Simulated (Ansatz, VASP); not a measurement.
## Na2Sb: VASP beside Ansatz

```
Na Sb
1.0
     0.00000    3.69053    3.69053
     3.69053    0.00000    3.69053
     3.69053    3.69053    0.00000
Na Sb
2 1
Direct
  0.25000 0.25000 0.25000
  0.75000 0.75000 0.75000
  0.50000 0.50000 0.50000
```

Alike in both runs: functional PBE; k mesh 4 × 4 × 4; occupations gaussian, width 0.1 eV; no spin polarisation.

Ansatz relaxed the structure, and its values are those at the end. VASP's run is a single point on that final structure, the one shown.

```csv
,VASP,Ansatz
version,VASP 6.6.1,Ansatz 0.2.0
potentials or method,"VASP PAW PBE potentials, release 64 (Na_pv, Sb)","scalar-relativistic, plane waves, PAW"
plane-wave cutoff (eV),520,420
valence electrons in the cell,19,33
```

```csv
,VASP,Ansatz,Ansatz less VASP
gap on the k mesh at the Fermi level (eV),none,none,-
pressure (GPa),0.2,0.2,-0.03
```

A gap of «none» marks a metal or a gap that the smearing closes. The two sets of potentials don't hold the same shells in valence.

Caveats: the k mesh is coarse (spacing up to 0.37 Å⁻¹), so the values aren't converged. Spin-orbit coupling is left out, which matters for the levels of Sb.
